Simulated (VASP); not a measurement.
Output of a VASP run:

### OUTCAR
```
 ion  position               nearest neighbor table
   1  0.877  0.880  0.899-   4 1.94
   2  0.620  0.618  0.398-   3 1.97
   3  0.381  0.378  0.603-   2 1.97
   4  0.121  0.124  0.100-   1 1.94
  LATTYP: Found a base centered orthorhombic cell.
 ALAT       =     4.3904000000
 B/A-ratio  =     1.3928571429
 C/A-ratio  =     1.8437500000
 Subroutine PRICEL returns:
 Original cell was already a primitive cell.
 Subroutine GETGRP returns: Found  1 space group operations
The static configuration has the point symmetry C_1 .
The dynamic configuration has the point symmetry C_1 .
 Subroutine INISYM returns: Found  1 space group operations
 Subroutine IBZKPT returns following result:
 Found     74 irreducible k-points:

 Following reciprocal coordinates:
            Coordinates               Weight
  0.000000  0.000000  0.000000      1.000000
  0.142857  0.000000  0.000000      2.000000
  0.000000  0.142857  0.000000      2.000000
  0.285714  0.000000  0.000000      2.000000
  0.000000  0.285714  0.000000      2.000000
  0.428571  0.000000  0.000000      2.000000
  0.000000  0.428571  0.000000      2.000000
  0.142857  0.142857  0.000000      2.000000
  0.285714  0.142857  0.000000      2.000000
  0.142857  0.285714  0.000000      2.000000
  0.428571  0.142857  0.000000      2.000000
  0.142857  0.428571  0.000000      2.000000
 -0.428571  0.142857  0.000000      2.000000
  0.142857 -0.428571  0.000000      2.000000
 -0.285714  0.142857  0.000000      2.000000
  0.142857 -0.285714  0.000000      2.000000
 -0.142857  0.142857  0.000000      2.000000
  0.285714  0.285714  0.000000      2.000000
  0.428571  0.285714  0.000000      2.000000
  0.285714  0.428571  0.000000      2.000000
 -0.428571  0.285714  0.000000      2.000000
  0.285714 -0.428571  0.000000      2.000000
 -0.285714  0.285714  0.000000      2.000000
  0.428571  0.428571  0.000000      2.000000
 -0.428571  0.428571  0.000000      2.000000
  0.000000  0.000000  0.333333      2.000000
  0.142857  0.000000  0.333333      2.000000
 -0.142857  0.000000  0.333333      2.000000
  0.000000  0.142857 -0.333333      2.000000
  0.000000 -0.142857 -0.333333      2.000000
  0.285714  0.000000  0.333333      2.000000
 -0.285714 -0.000000  0.333333      2.000000
  0.000000  0.285714 -0.333333      2.000000
 -0.000000 -0.285714 -0.333333      2.000000
  0.428571  0.000000  0.333333      2.000000
 -0.428571  0.000000  0.333333      2.000000
  0.000000  0.428571 -0.333333      2.000000
  0.000000 -0.428571 -0.333333      2.000000
  0.142857  0.142857  0.333333      2.000000
 -0.142857 -0.142857  0.333333      2.000000
   k-points           NKPTS =     74   k-points in BZ     NKDIM =     74   number of bands    NBANDS=     18
   number of dos      NEDOS =    301   number of ions     NIONS =      4
   total plane-waves  NPLWV =  27648
   dimension x,y,z NGX =    24 NGY =   24 NGZ =   48
   dimension x,y,z NGXF=    48 NGYF=   48 NGZF=   96
   ions per type =               4
   PREC   = accura    normal or accurate (medium, high low for compatibility)
   ISTART =      0    job   : 0-new  1-cont  2-samecut
   ICHARG =      2    charge: 1-file 2-atom 10-const
   ISPIN  =      1    spin polarized calculation?
   LNONCOLLINEAR =      F non collinear calculations
   LSORBIT =      F    spin-orbit coupling
   INIWAV =      1    electr: 0-lowe 1-rand  2-diag
   ENCUT  =  300.0 eV  22.05 Ry    4.70 a.u.   5.32  5.32 11.43*2*pi/ulx,y,z
   NELM   =    100;   NELMIN=  2; NELMDL= -5     # of ELM steps
   EDIFF  = 0.1E-05   stopping-criterion for ELM
   LREAL  =      F    real-space projection
   NLSPLINE    = F    spline interpolate recip. space projectors
   LMAXMIX     =    2 max onsite mixed and CHGCAR
   VOSKOWN=      0    Vosko Wilk Nusair interpolation
...
```

### OSZICAR
```
       N       E                     dE             d eps       ncg     rms          rms(c)
DAV:   1     0.152828023240E+03    0.15283E+03   -0.93582E+03  2664   0.856E+02
DAV:   2     0.136283914480E+01   -0.15147E+03   -0.14889E+03  3884   0.204E+02
DAV:   3    -0.753792681385E+01   -0.89008E+01   -0.88816E+01  3200   0.606E+01
DAV:   4    -0.763751042734E+01   -0.99584E-01   -0.99541E-01  3392   0.746E+00
DAV:   5    -0.763881102223E+01   -0.13006E-02   -0.13005E-02  3222   0.831E-01    0.183E+01
DAV:   6    -0.731780195180E+01    0.32101E+00   -0.23079E-01  2924   0.324E+00    0.119E+01
DAV:   7    -0.722095821951E+01    0.96844E-01   -0.51071E-01  2882   0.468E+00    0.887E-01
DAV:   8    -0.720898948283E+01    0.11969E-01   -0.63538E-02  2808   0.182E+00    0.409E-01
DAV:   9    -0.720914295973E+01   -0.15348E-03   -0.17301E-03  3474   0.281E-01    0.103E-01
DAV:  10    -0.720925134366E+01   -0.10838E-03   -0.16660E-04  3372   0.915E-02    0.544E-02
DAV:  11    -0.720925432822E+01   -0.29846E-05   -0.40864E-05  2928   0.422E-02    0.911E-03
DAV:  12    -0.720925609349E+01   -0.17653E-05   -0.49393E-06  3048   0.155E-02    0.449E-03
DAV:  13    -0.720925665424E+01   -0.56075E-06   -0.60558E-07  1604   0.615E-03
   1 F= -.72092567E+01 E0= -.72092567E+01  d E =-.283996E-10
```

OUTCAR:
```
------------------------ aborting loop because EDIFF is reached ----------------------------------------
  FORCE on cell =-STRESS in cart. coord.  units (eV):
  Direction    XX          YY          ZZ          XY          YZ          ZX
  --------------------------------------------------------------------------------------
  Total        1.5242315      0.7987809      3.1563969      0.0009976     -0.0002731      0.4188087
  in kB       22.4734962     11.7773443     46.5383857      0.0147090     -0.0040271      6.1749770
  external PRESSURE =      26.9297420 kB  Pullay stress =       0.0000000 kB
  volume of cell :      108.67
      direct lattice vectors                 reciprocal lattice vectors
     2.195200000 -3.057600000  0.000000000     0.227769679 -0.163526949  0.000000000
     2.195200000  3.057600000  0.000000000     0.227769679  0.163526949  0.000000000
     0.000000000  0.000000000  8.094800000     0.000000000  0.000000000  0.123536097
 POSITION                                       TOTAL-FORCE (eV/Angst)
 -----------------------------------------------------------------------------------
      3.85800      0.00870      7.28074        -0.647335     -0.002745     -1.082990
      2.71847     -0.00791      3.21945         0.418071      0.002069     -0.685262
      1.66759     -0.00996      4.87990        -0.417888      0.002853      0.681218
      0.53675      0.00918      0.80951         0.647152     -0.002177      1.087033
 -----------------------------------------------------------------------------------
    total drift:                               -0.000092     -0.000062      0.000220
  FREE ENERGIE OF THE ION-ELECTRON SYSTEM (eV)
  ---------------------------------------------------
  free  energy   TOTEN  =        -7.2092566542 eV

  energy  without entropy=       -7.2092566542  energy(sigma->0) =       -7.20925665
```
(Selected blocks of OUTCAR.)

File POSCAR:
```
Cl
1
    2.1952000000    -3.0576000000     0.0000000000
    2.1952000000     3.0576000000     0.0000000000
    0.0000000000     0.0000000000     8.0948000000
Cl
4
Direct
  0.8773140000   0.8801580000   0.8994340000
  0.6204770000   0.6178910000   0.3977180000
  0.3814560000   0.3781970000   0.6028440000
  0.1207540000   0.1237550000   0.1000040000
```

**Question.** Reconstruct the remaining input files.

**Answer.** This is not unique; one that fits is the input of the run itself, PBE GGA, plane waves, VASP's PBE PAW potentials (set 64).

**KPOINTS**
```
Automatic mesh
0
Gamma
7 7 3
0 0 0
```

**INCAR**
```
# general
SYSTEM = Cl
PREC   = Accurate
ENCUT  = 300
LREAL  = .False.
LASPH  = .True.

# electronic loop
EDIFF  = 1E-6
NELM   = 100
ALGO   = Normal

# smearing
ISMEAR = -1
SIGMA  = 0.02

# functional
GGA    = PE

# ions
ISIF   = 2

# output
LWAVE  = .False.
LCHARG = .False.
```

POTCAR, in this order: Cl (PBE.64 set). Program: vasp_std.

At this cut-off the stress carries a Pulay error, which pulls relaxed volumes low.

The structure is a typed Cl crystal. The cell was not relaxed at this level, atoms are displaced from their ideal sites.
